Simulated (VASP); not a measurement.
# Li2MgReO6 (I4/mmm) in VASP: single point with PBE

Aim: the single point of Li2MgReO6 with PBE.

Program: VASP 6.6.1. These are calculated values, not measurements. Logs are shortened: lines on timing, memory, paths and dates and some standing lists are left out, and cuts for length are marked.

## 1. The crystal as given

It takes space group I4/mmm (No. 139, tetragonal). Conventional cell: a = 5.029 Å, b = 5.029 Å, c = 7.153 Å, α = 90.00°, β = 90.00°, γ = 90.00°. Re (site symmetry 4/mmm) has 6 O at 1.75 to 1.77 Å as nearest neighbours. O (site symmetry m2m) has 1 Re at 1.75 Å and 1 Mg at 1.80 Å as nearest neighbours. O (site symmetry 4mm) has 1 Re at 1.77 Å and 1 Mg at 1.81 Å as nearest neighbours. Around Mg (site symmetry 4/mmm) lie 6 O at 1.80 to 1.81 Å. Around Li (site symmetry -4m2) lie 12 O at 2.51 to 2.52 Å.

The cell was built by a generator and needn't be a form met in nature.

## 2. Single point, PBE

File INCAR:

```
  PREC = Accurate
  ENCUT = 520
  EDIFF = 1E-6
  ISMEAR = -1
  SIGMA = 0.0742
  LREAL = F
  LASPH = T
  NELM = 100
  ALGO = Fast
  ISIF = 2
  LWAVE = F
  LCHARG = T
  GGA = PE
  LELF = T
  LVHAR = T
  NBANDS = 36
```

File KPOINTS:

```
regular mesh
0
Gamma
  8 8 8
```

File POSCAR:

```
Li2MgReO6
1.0
    0.0000000000      5.0292270000      0.0000000000
    5.0292270000      0.0000000000      0.0000000000
    2.5146130000      2.5146130000     -3.5764660000
Re O Mg Li
1 6 1 2
Direct
    0.0000000000      0.0000000000      0.0000000000
    0.2466000000      0.2466000000      0.0000000000
    0.2466000000      0.7534000000      0.0000000000
    0.7534000000      0.7534000000      0.0000000000
    0.7534000000      0.2466000000      0.0000000000
    0.2471000000      0.2471000000      0.5058000000
    0.7529000000      0.7529000000      0.4942000000
    0.5000000000      0.5000000000      0.0000000000
    0.7500000000      0.2500000000      0.5000000000
    0.2500000000      0.7500000000      0.5000000000
```

Potentials or basis: VASP PAW PBE potentials, release 64 (Re, O, Mg, Li_sv).

Started as:

```
> cat potpaw_PBE.64/Re/POTCAR potpaw_PBE.64/O/POTCAR potpaw_PBE.64/Mg/POTCAR potpaw_PBE.64/Li_sv/POTCAR > POTCAR
> mpirun -np 1 vasp_std > vasp.out
```

OUTCAR:

```text
PREC = Accurate
   ENCUT = 520
   EDIFF = 1E-6
   ISMEAR = -1
   LREAL = F
   LASPH = T
   NELM = 100
   ISIF = 2
   GGA = PE

 ion  position               nearest neighbor table
   1  0.000  0.000  0.000-   2 1.75   3 1.75   4 1.75   5 1.75   6 1.77   7 1.77
   2  0.247  0.247  0.000-   1 1.75   8 1.80
   3  0.247  0.753  0.000-   1 1.75   8 1.80
   4  0.753  0.753  0.000-   1 1.75   8 1.80
   5  0.753  0.247  0.000-   1 1.75   8 1.80
   6  0.247  0.247  0.506-   1 1.77   8 1.81
   7  0.753  0.753  0.494-   1 1.77   8 1.81
   8  0.500  0.500  0.000-   2 1.80   3 1.80   4 1.80   5 1.80   6 1.81   7 1.81  10 3.09   9 3.09
                             9 3.09  10 3.09  10 3.09   9 3.09  10 3.09   9 3.09
   9  0.750  0.250  0.500-   8 3.09   8 3.09   8 3.09   8 3.09
  10  0.250  0.750  0.500-   8 3.09   8 3.09   8 3.09   8 3.09

  LATTYP: Found a body centered tetragonal cell.
 ALAT       =     5.0292270000
 C/A-ratio  =     1.4222726475

  Lattice vectors:

 A1 = (  -2.5146130000,   2.5146140000,   3.5764660000)
 A2 = (   2.5146140000,  -2.5146130000,   3.5764660000)
 A3 = (   2.5146130000,   2.5146130000,  -3.5764660000)

Analysis of symmetry for initial positions (statically):
=====================================================================
 Subroutine PRICEL returns:
 Original cell was already a primitive cell.

 Routine SETGRP: Setting up the symmetry group for a
 body centered tetragonal supercell.

 Subroutine GETGRP returns: Found 16 space group operations
 (whereof 16 operations were pure point group operations)
 out of a pool of 16 trial point group operations.

The static configuration has the point symmetry D_4h.

Analysis of symmetry for dynamics (positions and initial velocities):
=====================================================================
 Subroutine PRICEL returns:
 Original cell was already a primitive cell.

 Routine SETGRP: Setting up the symmetry group for a
 body centered tetragonal supercell.

 Subroutine GETGRP returns: Found 16 space group operations
 (whereof 16 operations were pure point group operations)
 out of a pool of 16 trial point group operations.

The dynamic configuration has the point symmetry D_4h.

 Subroutine INISYM returns: Found 16 space group operations
 (whereof 16 operations are pure point group operations),
 and found     1 'primitive' translations

----------------------------------------------------------------------------------------
[... 119 lines left out ...]
   PSTRESS=    0.0 pullay stress
   NELECT =      51.0000    total number of electrons
   NUPDOWN=      -1.0000    fix difference up-down
   EMIN   =  10.00;   EMAX   =-10.00  energy-range for DOS
   EFERMI =   0.00;   METHOD = LEGACY
   ISMEAR =    -1;   SIGMA  =   0.07  broadening in eV -4-tet -1-fermi 0-gaus
   EFERMI_NEDOS =   21; number of points for ismear=-14 and -15
   IALGO  =     68    algorithm
   IMIX   =      4    mixing-type and parameters
     AMIX     =   0.40;   BMIX     =  1.00
     AMIX_MAG =   1.60;   BMIX_MAG =  1.00
  volume/ion in A,a.u.               =       9.05        61.05
  Fermi-wavevector in a.u.,A,eV,Ry     =   1.352423  2.555710 24.885726  1.829049
  Thomas-Fermi vector in A             =   2.479763
   LORBIT       =      0    0 simple, 1 ext, 2 COOP (PROOUT), +10 PAW based schemes
   GGA     = PE    functional components
   LHFCALC =     F    Hartree Fock is set to
   AEXX    =    0.0000 exact exchange contribution
   IVDW    =     0    specifies the selected vdW correction
   LEPSILON=     F    determine dielectric tensor
   LRPA    =     F    only Hartree local field effects (RPA)
 non-spin polarized calculation
 RMM-DIIS sequential band-by-band and
  energy-cutoff  :      520.00
  volume of cell :       90.46
 maximum number of plane-waves:      2452
 NGX is ok and might be reduce to    40
   NGX = 19   NGY = 19   NGZ = 19

 number of electron      50.9999987 magnetization

 Free energy of the ion-electron system (eV)
  ---------------------------------------------------
  ext. energy  EPLUGINS =         0.00000000
  ---------------------------------------------------
  free energy    TOTEN  =       -60.18515813 eV

  energy without entropy =      -60.11851675  energy(sigma->0) =      -60.15183744

 E-fermi :   3.2823     XC(G=0): -10.9411

 val. band max:        3.2585212872   @ k =  -0.3750   0.1250  -0.0000
 cond. band min:       3.3267405305   @ k =   0.2500   0.0000   0.0000
 fundamental gap:      0.0682192433
 Fermi energy:         3.2822960682

 k-point     1 :       0.0000    0.0000    0.0000
  band No.  band energies     occupation
      1     -41.7468      2.00000
      2     -41.7436      2.00000
      3     -16.0244      2.00000
      4     -14.6472      2.00000
      5     -14.5652      2.00000
      6     -13.3789      2.00000
[... 925 lines left out ...]
     35      14.8421      0.00000
     36      15.1389      0.00000

 [... further k-points ...]

------------------------ aborting loop because EDIFF is reached ----------------------------------------

  FORCE on cell =-STRESS in cart. coord.  units (eV):
  Direction    XX          YY          ZZ          XY          YZ          ZX
  --------------------------------------------------------------------------------------
  -------------------------------------------------------------------------------------
  Total       36.8929887     36.8929887     34.4980444      0.0000000      0.0000048      0.0000048
  in kB      653.4281556    653.4281556    611.0102302      0.0000000      0.0000854      0.0000854
  external PRESSURE =     639.2888472 kB  Pullay stress =       0.0000000 kB

 VOLUME and BASIS-vectors are now :
 -----------------------------------------------------------------------------
  energy-cutoff  :      520.00
  volume of cell :       90.46
      direct lattice vectors                 reciprocal lattice vectors
     0.000000000  5.029227000  0.000000000     0.000000000  0.198837714  0.139802783
     5.029227000  0.000000000  0.000000000     0.198837714  0.000000000  0.139802783
     2.514613000  2.514613000 -3.576466000     0.000000000  0.000000000 -0.279605622

 POSITION                                       TOTAL-FORCE (eV/Angst)
 -----------------------------------------------------------------------------------
      0.00000      0.00000      0.00000        -0.000000     -0.000000      0.000000
      1.24021      1.24021      0.00000         2.206277      2.206277      0.000000
      3.78902      1.24021      0.00000        -2.206277      2.206277      0.000000
      3.78902      3.78902      0.00000        -2.206277     -2.206277     -0.000000
      1.24021      3.78902      0.00000         2.206277     -2.206277     -0.000000
      2.51461      2.51461     -1.80898         0.000000      0.000000      2.643780
      5.02923      5.02923     -1.76749        -0.000000     -0.000000     -2.643780
      2.51461      2.51461      0.00000        -0.000000     -0.000000      0.000000
      2.51461      5.02923     -1.78823        -0.000000     -0.000000     -0.000000
      5.02923      2.51461     -1.78823        -0.000000     -0.000000      0.000000
 -----------------------------------------------------------------------------------
    total drift:                               -0.000000      0.000000     -0.000000

  FREE ENERGIE OF THE ION-ELECTRON SYSTEM (eV)
  ---------------------------------------------------
  free  energy   TOTEN  =       -60.1851581324 eV

  energy  without entropy=      -60.1185167523  energy(sigma->0) =      -60.15183744
```

OSZICAR:

```text
N       E                     dE             d eps       ncg     rms          rms(c)
DAV:   1     0.340130924770E+03    0.34013E+03   -0.26468E+04  6668   0.155E+03
DAV:   2    -0.496065381992E+02   -0.38974E+03   -0.37156E+03  7248   0.452E+02
DAV:   3    -0.730673634272E+02   -0.23461E+02   -0.23109E+02  7112   0.113E+02
[... 24 lines left out ...]
RMM:  28    -0.601851523942E+02   -0.28221E-05   -0.25760E-05  5558   0.429E-02    0.857E-04
RMM:  29    -0.601851545702E+02   -0.21760E-05   -0.19229E-05  5389   0.425E-02    0.130E-03
RMM:  30    -0.601851560987E+02   -0.15285E-05   -0.13831E-05  5197   0.408E-02    0.335E-03
RMM:  31    -0.601851572717E+02   -0.11730E-05   -0.10774E-05  5036   0.399E-02    0.261E-03
RMM:  32    -0.601851581324E+02   -0.86063E-06   -0.76964E-06  4869   0.394E-02
   1 F= -.60185158E+02 E0= -.60151837E+02  d E =-.666414E-01
```

Run time: 6.9 min. Hardware: 1 thread of AMD EPYC 9R45 (Zen 5), shared host; peak memory 0.33 GiB.

Results:

| Item | Value |
| --- | --- |
| Free energy | -60.1852 eV |
| Largest force | 3.120 eV/Å |
| Band gap on the k mesh | none (metal or under the smearing width) |

Forces on the atoms (eV/Å):
```
Re   0.000  0.000  0.000
O    2.206  2.206  0.000
O   -2.206  2.206  0.000
O   -2.206 -2.206  0.000
O    2.206 -2.206  0.000
O    0.000  0.000  2.644
O    0.000  0.000 -2.644
Mg   0.000  0.000  0.000
Li   0.000  0.000  0.000
Li   0.000  0.000  0.000
```

Caveat: the cutoff is under 1.25 times the usual one of these potentials, so pressure, stress and relaxed cells hold a basis-set (Pulay) error; a pressure of tens of GPa on the cell as given is suspect, and the run, the potentials or the cell itself is likely at fault; an odd number of electrons without spin polarisation forces a metal; a magnetic or distorted state may lie lower.
